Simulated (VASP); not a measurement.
# GeB2C2 (Pmm2) in VASP: elastic constants with PBE

Aim: the elastic constants of GeB2C2 with PBE.

Program: VASP 6.6.1. These are calculated values, not measurements. Logs are shortened: lines on timing, memory, paths and dates and some standing lists are left out, and cuts for length are marked.

## 1. The structure

Symmetry: Pmm2, No. 25, orthorhombic system. The conventional cell has a = 2.766 Å, b = 4.196 Å, c = 4.692 Å, α = 90.00°, β = 90.00°, γ = 90.00°. Ge (site symmetry mm2) has 6 C at 2.51 to 2.69 Å and 6 B at 2.59 to 2.73 Å and 2 Ge at 2.77 Å as nearest neighbours. B (site symmetry mm2) has 3 C at 1.57 to 1.59 Å as nearest neighbours. B (site symmetry mm2) has 3 C at 1.57 to 1.59 Å as nearest neighbours. Around C (site symmetry mm2) lie 3 B at 1.57 Å. C (site symmetry mm2) has 3 B at 1.59 Å as nearest neighbours.

The cell was built by a generator and needn't be a form met in nature.

## 2. Elastic constants, PBE

File POSCAR:

```
GeB2C2
1.0
    2.7657600000      0.0000000000      0.0000000000
    0.0000000000      4.1963900000      0.0000000000
    0.0000000000      0.0000000000      4.6921200000
Ge B C
1 2 2
Direct
    0.0000000000      0.0000000000      0.9709040000
    0.5000000000      0.5000000000      0.8356970000
    0.0000000000      0.5000000000      0.3418920000
    0.0000000000      0.5000000000      0.6757050000
    0.5000000000      0.5000000000      0.1755900000
```

File INCAR.step1:

```
PREC = Accurate ; ENCUT = 520
EDIFF = 1E-8 ; ISMEAR = 0
SIGMA = 0.1 ; LREAL = F
LASPH = T ; NELM = 100
ALGO = Normal ; ISIF = 3
LWAVE = F ; LCHARG = F
GGA = PE ; KPAR = 8
IBRION = 2 ; NSW = 40
EDIFFG = -0.002
```

File INCAR.step2:

```
PREC = Accurate ; ENCUT = 520
EDIFF = 1E-8 ; ISMEAR = 0
SIGMA = 0.1 ; LREAL = F
LASPH = T ; NELM = 100
ALGO = Normal ; ISIF = 3
LWAVE = F ; LCHARG = F
GGA = PE ; KPAR = 8
IBRION = 6 ; NFREE = 2
POTIM = 0.015 ; NSW = 1
```

File KPOINTS:

```
Automatic mesh
0
Gamma
  10 8 6
```

Potentials or basis: VASP PAW PBE potentials, release 64 (Ge_d, B, C).

On the command line:

```sh
cat potpaw_PBE.64/Ge_d/POTCAR potpaw_PBE.64/B/POTCAR potpaw_PBE.64/C/POTCAR > POTCAR
cp INCAR.step1 INCAR
mpirun -np 8 vasp_std > vasp.out
cp CONTCAR POSCAR
cp INCAR.step2 INCAR
mpirun -np 8 vasp_std > vasp.out
```

OUTCAR:

```text
PREC = Accurate
   ENCUT = 520
   EDIFF = 1E-8
   ISMEAR = 0
   LREAL = F
   LASPH = T
   NELM = 100
   ISIF = 3
   GGA = PE
   IBRION = 6
   NFREE = 2
   POTIM = 0.015
   NSW = 1

 ion  position               nearest neighbor table
   1  0.000  0.000  0.971-
   2  0.500  0.500  0.836-   4 1.57   4 1.57   5 1.59
   3  0.000  0.500  0.342-   4 1.57   5 1.59   5 1.59
   4  0.000  0.500  0.676-   3 1.57   2 1.57   2 1.57
   5  0.500  0.500  0.176-   3 1.59   3 1.59   2 1.59

  LATTYP: Found a simple orthorhombic cell.
 ALAT       =     2.7657967996
 B/A-ratio  =     1.5169235709
 C/A-ratio  =     1.6962554387

  Lattice vectors:

 A1 = (   2.7657967996,   0.0000000000,   0.0000000000)
 A2 = (   0.0000000000,   4.1955023576,   0.0000000000)
 A3 = (   0.0000000000,   0.0000000000,   4.6914978637)

Analysis of symmetry for initial positions (statically):
=====================================================================
 Subroutine PRICEL returns:
 Original cell was already a primitive cell.

 Routine SETGRP: Setting up the symmetry group for a
 simple orthorhombic supercell.

 Subroutine GETGRP returns: Found  4 space group operations
 (whereof  4 operations were pure point group operations)
 out of a pool of  8 trial point group operations.

The static configuration has the point symmetry C_2v.

Analysis of symmetry for dynamics (positions and initial velocities):
=====================================================================
 Subroutine PRICEL returns:
 Original cell was already a primitive cell.

 Routine SETGRP: Setting up the symmetry group for a
 simple orthorhombic supercell.

 Subroutine GETGRP returns: Found  4 space group operations
 (whereof  4 operations were pure point group operations)
 out of a pool of  8 trial point group operations.

The dynamic configuration has the point symmetry C_2v.

 Subroutine INISYM returns: Found  4 space group operations
 (whereof  4 operations are pure point group operations),
 and found     1 'primitive' translations

----------------------------------------------------------------------------------------

                                     Primitive cell

  volume of cell :      54.4397

  direct lattice vectors                    reciprocal lattice vectors
     2.765796800  0.000000000  0.000000000     0.361559461  0.000000000  0.000000000
     0.000000000  4.195502358  0.000000000     0.000000000  0.238350480  0.000000000
     0.000000000  0.000000000  4.691497864     0.000000000  0.000000000  0.213151541

  length of vectors
     2.765796800  4.195502358  4.691497864     0.361559461  0.238350480  0.213151541

  position of ions in fractional coordinates (direct lattice)
     0.000000000  0.000000000  0.970829860
     0.500000000  0.500000000  0.835705106
     0.000000000  0.500000000  0.341916748
     0.000000000  0.500000000  0.675721120
     0.500000000  0.500000000  0.175615165

  ion indices of the primitive-cell ions
   primitive index   ion index
                 1           1
                 2           2
                 3           3
                 4           4
                 5           5

----------------------------------------------------------------------------------------

 KPOINTS: Automatic mesh

Automatic generation of k-mesh.
 Grid dimensions read from file:
 generate k-points for:   10    8    6

 Generating k-lattice:

  Cartesian coordinates                     Fractional coordinates (reciprocal lattice)
     0.036155946  0.000000000  0.000000000     0.100000000  0.000000000  0.000000000
     0.000000000  0.029793810  0.000000000     0.000000000  0.125000000  0.000000000
     0.000000000  0.000000000  0.035525257     0.000000000  0.000000000  0.166666667

  Length of vectors
     0.036155946  0.029793810  0.035525257

  Shift w.r.t. Gamma in fractional coordinates (k-lattice)
     0.000000000  0.000000000  0.000000000
[... 74 lines left out ...]
  Thomas-Fermi vector in A             =   2.442109
   LORBIT       =      0    0 simple, 1 ext, 2 COOP (PROOUT), +10 PAW based schemes
   GGA     = PE    functional components
   LHFCALC =     F    Hartree Fock is set to
   AEXX    =    0.0000 exact exchange contribution
   IVDW    =     0    specifies the selected vdW correction
   LEPSILON=     F    determine dielectric tensor
   LRPA    =     F    only Hartree local field effects (RPA)
 finite differences with symmetry
 non-spin polarized calculation
 Gauss-broadening in eV      SIGMA  =   0.10
  energy-cutoff  :      520.00
  volume of cell :       54.44
 maximum number of plane-waves:      1488
 NGX is ok and might be reduce to    24
   NGX = 11   NGY = 15   NGZ = 17

--------------------------------------- Ionic step        1  -------------------------------------------

 number of electron      28.0000017 magnetization

 Free energy of the ion-electron system (eV)
  ---------------------------------------------------
  ext. energy  EPLUGINS =         0.00000000
  ---------------------------------------------------
  free energy    TOTEN  =       -34.60385787 eV

  energy without entropy =      -34.59988699  energy(sigma->0) =      -34.60187243

------------------------ aborting loop because EDIFF is reached ----------------------------------------

  FORCE on cell =-STRESS in cart. coord.  units (eV):
  Direction    XX          YY          ZZ          XY          YZ          ZX
  --------------------------------------------------------------------------------------
  -------------------------------------------------------------------------------------
  Total        0.0027694      0.0010782      0.0061942      0.0000000      0.0000000      0.0000000
  in kB        0.0815036      0.0317313      0.1822962      0.0000000      0.0000000      0.0000000
  external PRESSURE =       0.0985104 kB  Pullay stress =       0.0000000 kB
[... 98 lines left out ...]
  FREE ENERGIE OF THE ION-ELECTRON SYSTEM (eV)
  ---------------------------------------------------
  free  energy   TOTEN  =       -34.5813879889 eV

  energy  without entropy=      -34.5777426229  energy(sigma->0) =      -34.57956531

[... ionic steps 4 to 40 ...]

--------------------------------------- Ionic step       41  -------------------------------------------

 number of electron      28.0000017 magnetization

------------------------ aborting loop because EDIFF is reached ----------------------------------------
[... 73 lines left out ...]
--------------------------------------- Ionic step       43  -------------------------------------------

 number of electron      28.0000018 magnetization

 Free energy of the ion-electron system (eV)
  ---------------------------------------------------
  ext. energy  EPLUGINS =         0.00000000
  ---------------------------------------------------
  free energy    TOTEN  =       -34.60009064 eV

  energy without entropy =      -34.59568458  energy(sigma->0) =      -34.59788761

 E-fermi :   4.7339     XC(G=0): -10.6320

 val. band max:        4.7022412629   @ k =   0.1000   0.3750   0.5000
 cond. band min:       4.7353009624   @ k =   0.5000   0.5000   0.0000
 fundamental gap:      0.0330596995
 Fermi energy:         4.7339147356

 k-point     1 :       0.0000    0.0000    0.0000
  band No.  band energies     occupation
      1     -20.2273      2.00000
      2     -20.1583      2.00000
      3     -20.1525      2.00000
      4     -20.1067      2.00000
      5     -20.0919      2.00000
      6     -10.4440      2.00000
[... 481 lines left out ...]
      5     -20.0464      2.00000
      6      -6.6691      2.00000
[... 10 lines left out ...]
     17       9.0653      0.00000
     18      10.2071      0.00000

 [... further k-points ...]

------------------------ aborting loop because EDIFF is reached ----------------------------------------

  FORCE on cell =-STRESS in cart. coord.  units (eV):
  Direction    XX          YY          ZZ          XY          YZ          ZX
  --------------------------------------------------------------------------------------
  -------------------------------------------------------------------------------------
  Total       -0.0706097     -0.0395717      0.1640196      0.0000000      0.0000000      0.0000000
  in kB       -2.0780659     -1.1646061      4.8271482      0.0000000      0.0000000      0.0000000
  external PRESSURE =       0.5281588 kB  Pullay stress =       0.0000000 kB
[... 20 lines left out ...]
  FREE ENERGIE OF THE ION-ELECTRON SYSTEM (eV)
  ---------------------------------------------------
  free  energy   TOTEN  =       -34.6000906414 eV

  energy  without entropy=      -34.5956845791  energy(sigma->0) =      -34.59788761

 INTERNAL STRAIN TENSORS FROM STRAINED CELLS
 ============================================

 INTERNAL STRAIN TENSOR FOR ION    1 for displacements in x,y,z  (eV/Angst):
          X           Y           Z          XY          YZ          ZX
  --------------------------------------------------------------------------------
  x     0.00000     0.00000     0.00000     0.00000     0.00000    -2.26746
  y     0.00000     0.00000     0.00000     0.00000     0.10107     0.00000
  z    -1.02039    -0.77810    -0.18426    -0.00002    -0.00005     0.00002

 INTERNAL STRAIN TENSORS FROM DISPLACED ATOMS
 ============================================

 INTERNAL STRAIN TENSOR FOR ION    1 for displacements in x,y,z  (eV/Angst):
          X           Y           Z          XY          YZ          ZX
  --------------------------------------------------------------------------------
  x     0.00000     0.00000     0.00000     0.00000     0.00000    -2.26569
  y     0.00000     0.00000     0.00000     0.00000     0.10049     0.00000
  z    -1.07413    -0.89167    -0.25288     0.00000     0.00000     0.00000

 INTERNAL STRAIN TENSOR FOR ION    5 for displacements in x,y,z  (eV/Angst):
          X           Y           Z          XY          YZ          ZX
  --------------------------------------------------------------------------------
  x     0.00000     0.00000     0.00000     0.00000     0.00000    10.57826
  y     0.00000     0.00000     0.00000     0.00000    -3.10305     0.00000
  z     5.48623     1.39710    -9.23748     0.00000     0.00000     0.00000

 Eigenvectors and eigenvalues of the dynamical matrix
 ----------------------------------------------------

   1 f  =   34.424539 THz   216.295759 2PiTHz 1148.279030 cm-1   142.368391 meV
             X         Y         Z           dx          dy          dz
      0.000000  0.000000  4.554646    -0.000000   -0.000000   -0.005054
      1.382898  2.097751  3.920709     0.000000    0.000000   -0.422933
      0.000000  2.097751  1.604102     0.000000    0.000000   -0.575415
      0.000000  2.097751  3.170144     0.000000   -0.000000    0.601535
      1.382898  2.097751  0.823898    -0.000000   -0.000000    0.357989
[... 105 lines left out ...]
  15 f/i=    3.840894 THz    24.133051 2PiTHz  128.118445 cm-1    15.884656 meV
             X         Y         Z           dx          dy          dz
      0.000000  0.000000  4.554646     0.000000    0.602556    0.000000
      1.382898  2.097751  3.920709     0.000000   -0.189740    0.000000
      0.000000  2.097751  1.604102     0.000000   -0.466764    0.000000
      0.000000  2.097751  3.170144     0.000000   -0.473838    0.000000
      1.382898  2.097751  0.823898     0.000000   -0.398163    0.000000

--------------------------------------------------------------------------------------------------------

 ELASTIC MODULI CONTR FROM IONIC RELAXATION (kBar)
 Direction    XX          YY          ZZ          XY          YZ          ZX
 --------------------------------------------------------------------------------
 XX        -103.7412    -61.0260    143.3317      0.0000      0.0000      0.0000
 YY         -61.0260    -50.8322     76.1574      0.0000      0.0000      0.0000
 ZZ         143.3317     76.1574   -257.4521      0.0000     -0.0000     -0.0000
 XY           0.0000      0.0000      0.0000      0.0000      0.0000      0.0000
 YZ           0.0000      0.0000     -0.0000      0.0000    -86.2443      0.0000
 ZX           0.0000      0.0000     -0.0000      0.0000      0.0000   -788.0610
 --------------------------------------------------------------------------------

 TOTAL ELASTIC MODULI (kBar)
 Direction    XX          YY          ZZ          XY          YZ          ZX
 --------------------------------------------------------------------------------
 XX        5594.5410    395.0295    767.4920      0.0000      0.0000      0.0000
 YY         395.0295    895.1951    324.0992      0.0000      0.0000      0.0000
 ZZ         767.4920    324.0992   4858.9061      0.0000     -0.0000     -0.0000
 XY           0.0000      0.0000      0.0000    199.5519      0.0000      0.0000
 YZ           0.0000      0.0000     -0.0000      0.0000    213.9181      0.0000
 ZX           0.0000      0.0000     -0.0000      0.0000      0.0000   1313.8060
 --------------------------------------------------------------------------------
```

It took 14 min on 8 MPI ranks of Intel Xeon Platinum 8488C (Sapphire Rapids), shared host; peak memory 0.43 GiB.

What came out:

* Voigt bulk modulus: 159 GPa
* Highest phonon frequency at Γ, LO-TO splitting left out: 1148 cm⁻¹
* Most unstable mode: 128i cm⁻¹

Phonon frequencies in cm⁻¹ (negative: imaginary):
```csv
q point,frequencies
"(0.000, 0.000, 0.000)",-128 -1 -1 1 60 121 389 455 516 691 979 985 1021 1083 1148
```

Elastic tensor in Voigt notation (GPa, in the Cartesian axes of the cell as first typed):
```
559  40  77   0   0   0
 40  90  32   0   0   0
 77  32 486   0   0   0
  0   0   0  21   0   0
  0   0   0   0 131   0
  0   0   0   0   0  20
```

Clamped-ion elastic tensor (GPa):
```
570  46  62   0   0   0
 46  95  25   0   0   0
 62  25 512   0   0   0
  0   0   0  30   0   0
  0   0   0   0 210   0
  0   0   0   0   0  20
```

Caveat: some modes are imaginary.
